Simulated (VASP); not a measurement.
Level of theory: TPSS meta-GGA, VASP's PBE PAW potentials (set 64) (plane waves; VASP 6.6.1).

VASP ran on this input.

### POSCAR
```
Se
1.0
  2.1827171420  -3.7805769743   0.0000000000
  2.1827171420   3.7805769743   0.0000000000
  0.0000000000   0.0000000000   5.0724778681
Se
3
Direct
  0.0000000000   0.2273854180   0.6666670000
  0.7726145820   0.7726145820   0.0000000000
  0.2273854180   0.0000000000   0.3333330000
```

INCAR:
```
SYSTEM = Se
PREC = Accurate
ENCUT = 520
EDIFF = 1E-6
NELM = 100
ALGO = Normal
LREAL = .FALSE.
LASPH = .TRUE.
ISMEAR = 0
SIGMA = 0.05
METAGGA = TPSS
LMIXTAU = .TRUE.
LMAXMIX = 4
LWAVE = .FALSE.
LCHARG = .FALSE.
IBRION = 2
ISIF = 3
NSW = 60
EDIFFG = -0.02
```

KPOINTS:
```
Automatic mesh
0
Gamma
5 5 4
0 0 0
```

POTCAR, in this order: Se (PBE.64 set). Program: vasp_std.

Problem. What will the output report for the number of irreducible k-points (NKPTS), largest plane-wave count, number of space-group operations, FFT grid (NGX, NGY, NGZ)?

Solution. 
```yaml
number of irreducible k-points (NKPTS): 17
largest_plane_wave_count: 2280
number_of_space_group_operations: 6
FFT grid (NGX, NGY, NGZ): 32 × 32 × 40
```

The compound is Se in the trig structure. It was relaxed first. The start is the result of an earlier pass.
